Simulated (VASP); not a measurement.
**BAs: GW quasiparticle gap**

Wanted: how far GW moves the Kohn-Sham levels of BAs. The cell is of the zinc-blende type, one of the forms listed for this formula. The start is a cell from a database of measured crystal structures.

Method: PBE; plane waves and PAW (B_GW, As_GW), in the first sound run; inputs show where later runs differ, in VASP 6.6.1.

This is a report of a sequence of runs, with most program output left out.

**1. The structure**

It takes space group F-43m (No. 216, cubic). Conventional cell: a = 4.777 Å, b = 4.777 Å, c = 4.777 Å, α = 90.00°, β = 90.00°, γ = 90.00°. Nearest to B lie 4 As at 2.07 Å. Nearest to As lie 4 B at 2.07 Å. Farther neighbours are not listed.

As a file:

```cif
data_structure
_symmetry_space_group_name_H-M 'F-43m'
_symmetry_Int_Tables_number 216
_cell_length_a 4.7770
_cell_length_b 4.7770
_cell_length_c 4.7770
_cell_angle_alpha 90.000
_cell_angle_beta 90.000
_cell_angle_gamma 90.000
_cell_volume 109.01
loop_
_atom_site_label
_atom_site_type_symbol
_atom_site_symmetry_multiplicity
_atom_site_Wyckoff_symbol
_atom_site_fract_x
_atom_site_fract_y
_atom_site_fract_z
_atom_site_occupancy
B1 B 4 a 0.00000 0.00000 0.00000 1
As1 As 4 d 0.25000 0.25000 0.75000 1
```

**2. Ground state, k-mesh 4×4×4**

The orbitals come from a self-consistent PBE run with a tight EDIFF and a narrow smearing. KPOINTS_OPT adds the bands along a path, which shows whether the mesh holds the band edges.

The input, INCAR:

```
SYSTEM = BAs
PREC = Accurate
ENCUT = 340
EDIFF = 1E-08
NELM = 100
ISMEAR = 0
SIGMA = 0.01
LREAL = .FALSE.
ALGO = Normal
GGA = PE
NBANDS = 10
LORBIT = 11
LWAVE = .TRUE.
LCHARG = .FALSE.
KPAR = 8
```

The input, POSCAR:

```
BAs
1.0
    0.0000000000      2.3885000000      2.3885000000
    2.3885000000      0.0000000000      2.3885000000
    2.3885000000      2.3885000000      0.0000000000
B As
1 1
Direct
    0.0000000000      0.0000000000      0.0000000000
    0.2500000000      0.2500000000      0.2500000000
```

The input, KPOINTS:

```
Automatic mesh
0
Gamma
4 4 4
0 0 0
```

The input, KPOINTS_OPT:

```
Line mode
12
Line-mode
Reciprocal
  0.00000000   0.00000000   0.00000000 GAMMA
  0.50000000   0.00000000   0.50000000 X

  0.50000000   0.00000000   0.50000000 X
  0.50000000   0.25000000   0.75000000 W

  0.50000000   0.25000000   0.75000000 W
  0.37500000   0.37500000   0.75000000 K

  0.37500000   0.37500000   0.75000000 K
  0.00000000   0.00000000   0.00000000 GAMMA

  0.00000000   0.00000000   0.00000000 GAMMA
  0.50000000   0.50000000   0.50000000 L

  0.50000000   0.50000000   0.50000000 L
  0.62500000   0.25000000   0.62500000 U

  0.62500000   0.25000000   0.62500000 U
  0.50000000   0.25000000   0.75000000 W

  0.50000000   0.25000000   0.75000000 W
  0.50000000   0.50000000   0.50000000 L

  0.50000000   0.50000000   0.50000000 L
  0.37500000   0.37500000   0.75000000 K

  0.62500000   0.25000000   0.62500000 U
  0.50000000   0.00000000   0.50000000 X
```

Potentials, in the order of the species: B_GW and As_GW (PBE family, release 64).

Launch:

```bash
> mpirun -np 8 vasp_std
```

It took 2 s on 8 MPI ranks of Intel Xeon 6975P-C (Granite Rapids), shared host; peak memory 0.91 GiB.

Numbers from this step:

| Item | Value |
| --- | --- |
| free energy (TOTEN) | -11.22 eV |
| Fermi energy | 6.312 eV |
| pressure | 3.493 GPa |
| least gap on mesh and path | 1.156 eV |
| least direct gap on mesh and path | 3.252 eV |

The highest empty bands on the path are converged less tightly, to about 0.1 eV. Electronic bands along the path, in eV, zero at the valence-band top; v1 is the highest filled band, c1 the lowest empty one:

| point | v3 | v2 | v1 | c1 | c2 | c3 | c4 |
| --- | --- | --- | --- | --- | --- | --- | --- |
| Γ | 0.00 | 0.00 | 0.00 | 3.25 | 3.25 | 3.25 | 4.66 |
| 0.55 of the way | -4.61 | -2.95 | -2.95 | 1.50 | 4.10 | 7.86 | 7.86 |
| X | -8.54 | -4.09 | -4.09 | 1.40 | 1.42 | 11.35 | 11.35 |
| 0.45 of the way | -8.37 | -4.73 | -4.63 | 2.64 | 2.74 | 9.92 | 10.24 |
| W | -8.07 | -5.51 | -5.21 | 5.23 | 5.92 | 6.78 | 7.01 |
| 0.55 of the way | -8.12 | -5.85 | -4.20 | 3.13 | 5.60 | 8.13 | 8.68 |
| K | -8.16 | -5.97 | -3.50 | 2.02 | 5.52 | 9.19 | 9.74 |
| 0.55 of the way | -4.67 | -3.40 | -0.94 | 3.97 | 4.60 | 5.47 | 6.96 |
| Γ | 0.00 | 0.00 | 0.00 | 3.25 | 3.25 | 3.25 | 4.66 |
| 0.55 of the way | -5.47 | -1.27 | -1.27 | 2.98 | 4.71 | 4.71 | 8.16 |
| L | -8.81 | -1.83 | -1.83 | 2.67 | 4.76 | 4.76 | 8.85 |
| 0.55 of the way | -8.35 | -4.53 | -2.68 | 2.91 | 6.17 | 6.71 | 8.68 |
| U | -8.16 | -5.97 | -3.50 | 2.02 | 5.52 | 9.19 | 9.74 |
| 0.45 of the way | -8.12 | -5.85 | -4.20 | 3.13 | 5.60 | 8.13 | 8.68 |
| W | -8.07 | -5.51 | -5.21 | 5.23 | 5.92 | 6.78 | 7.01 |
| 0.45 of the way | -8.23 | -4.85 | -3.29 | 4.04 | 4.85 | 7.63 | 9.06 |
| L | -8.81 | -1.83 | -1.83 | 2.67 | 4.76 | 4.76 | 8.85 |
| 0.45 of the way | -8.48 | -3.95 | -2.48 | 3.11 | 5.58 | 6.18 | 9.00 |
| K | -8.16 | -5.97 | -3.50 | 2.02 | 5.52 | 9.19 | 9.74 |
| jump to U | -8.16 | -5.97 | -3.50 | 2.02 | 5.52 | 9.19 | 9.74 |
| 0.55 of the way | -8.45 | -4.81 | -3.97 | 1.54 | 2.56 | 10.78 | 10.87 |
| X | -8.54 | -4.09 | -4.09 | 1.40 | 1.42 | 11.35 | 11.35 |

Of the projections kept (B, As), the largest for each band there; the rest of the weight can lie on other orbitals:

| point | v3 | v2 | v1 | c1 | c2 | c3 | c4 |
| --- | --- | --- | --- | --- | --- | --- | --- |
| Γ | As 0.52 | As 0.52 | As 0.52 | As 0.68 | As 0.68 | As 0.68 | B 0.55 |
| X | B 0.59 | As 0.58 | As 0.58 | B 0.50 | As 0.63 | B 0.54 | B 0.54 |
| W | B 0.63 | As 0.66 | As 0.55 | B 0.71 | B 0.65 | As 1.00 | As 0.64 |
| K | B 0.60 | As 0.61 | As 0.57 | As 0.56 | B 0.56 | As 0.51 | As 0.53 |
| Γ | As 0.52 | As 0.52 | As 0.52 | As 0.68 | As 0.68 | As 0.68 | B 0.55 |
| L | As 0.51 | As 0.56 | As 0.56 | B 0.50 | As 0.65 | As 0.65 | B 0.75 |

The cell has a gap of 1.16 eV on mesh and path and a pressure of +3.5 GPa, which holds the misfit of the given cell and coordinates with this functional, and any error of cutoff, mesh and data sets. Spin-orbit coupling is left out, which can shift or reorder these edges.

**3. Empty bands, k-mesh 4×4×4**

ALGO = Exact makes the empty bands from the converged ground state in one step. LOPTICS writes the k-derivatives of the orbitals (WAVEDER), which give the long-wavelength limit of the screening.

The input, INCAR:

```
SYSTEM = BAs
PREC = Accurate
ENCUT = 340
ISMEAR = 0
SIGMA = 0.01
LREAL = .FALSE.
GGA = PE
NBANDS = 64
ALGO = Exact
NELM = 1
LWAVE = .TRUE.
LCHARG = .FALSE.
LOPTICS = .TRUE.
NEDOS = 1000
CSHIFT = 0.1
```

POSCAR is that of step 2.

KPOINTS is that of step 2.

Launch:

```bash
> mpirun -np 8 vasp_std
```

Run time: 1.2 s. Hardware: 8 MPI ranks; peak memory 0.83 GiB; 4.7 s of CPU time.

The gap is read on the k-mesh alone, so it is an upper bound where the band edges lie off the mesh.

A gap read on the k-mesh alone can miss the band edges.

Numbers from this step:

```yaml
gap_on_the_k_mesh: 1.404 eV
least_direct_gap_on_the_k_mesh: 3.252 eV
```

WAVECAR now holds 64 bands for 8 electrons. Its independent-particle dielectric tensor has xx, yy, zz = 15.5, 15.5, 15.5 on this mesh, which isn't tested for convergence in mesh or bands and lacks local fields.

**4. G0W0, k-mesh 4×4×4**

This step: G0W0 on PBE; plane waves and PAW (B_GW, As_GW) (VASP 6.6.1).

G0W0 keeps orbitals and screening fixed and shifts each of the lowest NBANDSGW levels once.

The input, INCAR:

```
SYSTEM = BAs
PREC = Accurate
ENCUT = 340
ISMEAR = 0
SIGMA = 0.01
LREAL = .FALSE.
GGA = PE
NBANDS = 64
ALGO = EVGW0
NELMGW = 1
ENCUTGW = 100
NOMEGA = 48
PRECFOCK = Fast
NBANDSGW = 16
LWAVE = .FALSE.
LCHARG = .FALSE.
```

POSCAR is that of step 3.

KPOINTS is that of step 3.

Launch:

```bash
> mpirun -np 8 vasp_std
```

Run time: 3.2 s. Hardware: 8 MPI ranks; peak memory 0.87 GiB; 17 s of CPU time.

This step gave:

| Property | Result |
| --- | --- |
| quasiparticle gap on the mesh | 1.787 eV |
| smallest direct quasiparticle gap on the mesh | 4.004 eV |
| gap of the starting orbitals on the mesh | 1.404 eV |

GW takes the gap from 1.404 to 1.787 eV. The mesh misses a band edge: at the starting level the path gave a gap 0.25 eV smaller. Spin-orbit coupling is left out. The value holds for 64 bands, ENCUTGW = 100 eV and this mesh, and isn't shown to be converged in them.

**5. Ground state, k-mesh 6×6×6**

This step: PBE; plane waves and PAW (B_GW, As_GW) (VASP 6.6.1).

Many-body steps start from the orbitals of a self-consistent run, here PBE. EDIFF is tight for accurate orbitals, and a narrow smearing avoids fractional occupations.

The input, INCAR:

```
SYSTEM = BAs
PREC = Accurate
ENCUT = 340
EDIFF = 1E-08
NELM = 100
ISMEAR = 0
SIGMA = 0.01
LREAL = .FALSE.
ALGO = Normal
GGA = PE
NBANDS = 10
LORBIT = 11
LWAVE = .TRUE.
LCHARG = .FALSE.
KPAR = 8
```

POSCAR is that of step 4.

The input, KPOINTS:

```
Automatic mesh
0
Gamma
6 6 6
0 0 0
```

Launch:

```bash
> mpirun -np 8 vasp_std
```

Elapsed: 1.4 s, on 8 MPI ranks; peak memory 0.9 GiB.

The cell has a gap of 1.26 eV on this mesh and a pressure of +2.9 GPa, which holds the misfit of the given cell and coordinates with this functional, and any error of cutoff, mesh and data sets. Spin-orbit coupling is left out, which can shift or reorder these edges.

**6. Empty bands, k-mesh 6×6×6**

The empty bands are made again, for the run that follows.

The input, INCAR:

```
SYSTEM = BAs
PREC = Accurate
ENCUT = 340
ISMEAR = 0
SIGMA = 0.01
LREAL = .FALSE.
GGA = PE
NBANDS = 64
ALGO = Exact
NELM = 1
LWAVE = .TRUE.
LCHARG = .FALSE.
LOPTICS = .TRUE.
NEDOS = 1000
CSHIFT = 0.1
```

POSCAR is that of step 5.

KPOINTS is that of step 5.

Launch:

```bash
> mpirun -np 8 vasp_std
```

Wall time 1.6 s (8 MPI ranks); peak memory 0.85 GiB.

**7. G0W0, k-mesh 6×6×6**

This step: G0W0 on PBE; plane waves and PAW (B_GW, As_GW) (VASP 6.6.1).

The mesh goes to 6×6×6.

The input, INCAR:

```
SYSTEM = BAs
PREC = Accurate
ENCUT = 340
ISMEAR = 0
SIGMA = 0.01
LREAL = .FALSE.
GGA = PE
NBANDS = 64
ALGO = EVGW0
NELMGW = 1
ENCUTGW = 100
NOMEGA = 48
PRECFOCK = Fast
NBANDSGW = 16
LWAVE = .FALSE.
LCHARG = .FALSE.
```

POSCAR is that of step 6.

KPOINTS is that of step 6.

Launch:

```bash
> mpirun -np 8 vasp_std
```

The job ended after 14 s (8 MPI ranks; peak memory 1.1 GiB; 86 s of CPU time).

The gap is now 1.782 eV, -5 meV against the GW run before. Spin-orbit coupling is left out.

**8. Ground state, k-mesh 8×8×8**

This step: PBE; plane waves and PAW (B_GW, As_GW) (VASP 6.6.1).

The orbitals come from a self-consistent PBE run. A small SIGMA keeps every occupation at zero or full.

The input, INCAR:

```
SYSTEM = BAs
PREC = Accurate
ENCUT = 340
EDIFF = 1E-08
NELM = 100
ISMEAR = 0
SIGMA = 0.01
LREAL = .FALSE.
ALGO = Normal
GGA = PE
NBANDS = 10
LORBIT = 11
LWAVE = .TRUE.
LCHARG = .FALSE.
KPAR = 8
```

POSCAR is that of step 7.

The input, KPOINTS:

```
Automatic mesh
0
Gamma
8 8 8
0 0 0
```

Launch:

```bash
> mpirun -np 8 vasp_std
```

Run time: 1.8 s. Hardware: 8 MPI ranks; peak memory 0.92 GiB.

The cell has a gap of 1.18 eV on this mesh and a pressure of +2.9 GPa, which holds the misfit of the given cell and coordinates with this functional, and any error of cutoff, mesh and data sets. Spin-orbit coupling is left out, which can shift or reorder these edges.

**9. Empty bands, k-mesh 8×8×8**

The input, INCAR:

```
SYSTEM = BAs
PREC = Accurate
ENCUT = 340
ISMEAR = 0
SIGMA = 0.01
LREAL = .FALSE.
GGA = PE
NBANDS = 64
ALGO = Exact
NELM = 1
LWAVE = .TRUE.
LCHARG = .FALSE.
LOPTICS = .TRUE.
NEDOS = 1000
CSHIFT = 0.1
```

POSCAR is that of step 8.

KPOINTS is that of step 8.

Launch:

```bash
> mpirun -np 8 vasp_std
```

Elapsed: 2.4 s, on 8 MPI ranks; peak memory 0.89 GiB.

**10. G0W0, k-mesh 8×8×8**

This step: G0W0 on PBE; plane waves and PAW (B_GW, As_GW) (VASP 6.6.1).

The mesh goes to 8×8×8.

The input, INCAR:

```
SYSTEM = BAs
PREC = Accurate
ENCUT = 340
ISMEAR = 0
SIGMA = 0.01
LREAL = .FALSE.
GGA = PE
NBANDS = 64
ALGO = EVGW0
NELMGW = 1
ENCUTGW = 100
NOMEGA = 48
PRECFOCK = Fast
NBANDSGW = 16
LWAVE = .FALSE.
LCHARG = .FALSE.
```

POSCAR is that of step 9.

KPOINTS is that of step 9.

Launch:

```bash
> mpirun -np 8 vasp_std
```

Elapsed: 55 s, on 8 MPI ranks; peak memory 1.7 GiB.

The gap is now 1.682 eV, -99 meV against the GW run before. Spin-orbit coupling is left out.

**11. Summary**

This step: GW series: G0W0 on PBE; plane waves and PAW (VASP 6.6.1).

Derived from the runs above.

Cost is wall time times ranks on a shared host, with the step that makes the empty bands. GW runs:

| level | bands | ENCUTGW (eV) | NOMEGA | k mesh | starting gap (eV) | quasiparticle gap (eV) | direct gap (eV) | cost (core minutes) |
| --- | --- | --- | --- | --- | --- | --- | --- | --- |
| G0W0 | 64 | 100 | 48 | 4x4x4 | 1.404 | 1.787 | 4.004 | 0.59 |
| G0W0 | 64 | 100 | 48 | 6x6x6 | 1.265 | 1.782 | 4.031 | 2.05 |
| G0W0 | 64 | 100 | 48 | 8x8x8 | 1.181 | 1.682 | 4.036 | 7.65 |

**12. Results**

| Quantity | Value |
| --- | --- |
| G0W0 on PBE, 64 bands, ENCUTGW 100 eV, NOMEGA 48, mesh 8×8×8 | 1.181 → 1.682 eV |
| G0W0 on PBE, 64 bands, ENCUTGW 100 eV, NOMEGA 48, mesh 4×4×4 | 1.404 → 1.787 eV |

**Reading.** G0W0 gives a quasiparticle gap of 1.682 eV on the mesh, 0.50 eV over the PBE gap on the same mesh. On mesh and path the starting valence top lies at Γ and the conduction bottom at (0.409, 0, 0.409), so the starting gap is indirect. The steps of the series move the gap by -5, -100 meV; the last costs 3.7 times the one before. The last step lies outside a tolerance of 30 meV, picked for this account, and the last two together move the gap by -105 meV. Gaps are read on each mesh, so part of the change can come from which k points the mesh holds. Bands and response cutoff weren't varied, and band edges off the mesh aren't seen. Spin-orbit coupling is left out; with As in the cell it can split or shift band edges, by an amount that depends on which atoms form them and isn't tested here. The given cell is kept, although it stands at +3.5 GPa at PBE and ENCUT = 340 eV, which holds the mismatch of the given cell with this functional and any basis-set error. Not tabulated here, as repeats of values shown or as unfit to read for their mesh, reference level or band range: eps2 curves (empty bands); eps1 curves and static values (empty bands); gaps (empty bands).

[Lines on the potential files, build, host, timing and source positions are cut from VASP's logs without a mark.]

[Logs are printed without paths, hosts, clocks, repeated set-up lines and the standing remarks that a program may print on its own settings, such as how far it seeks lower states.]

[Hosts, paths, dates, database ids (printed as entryN), source tags and the programs' standing remarks are cut or masked in the printed files.]

[Pressures printed for these runs are not shown converged in the cutoff: they can be off by several GPa and have the wrong sign.]
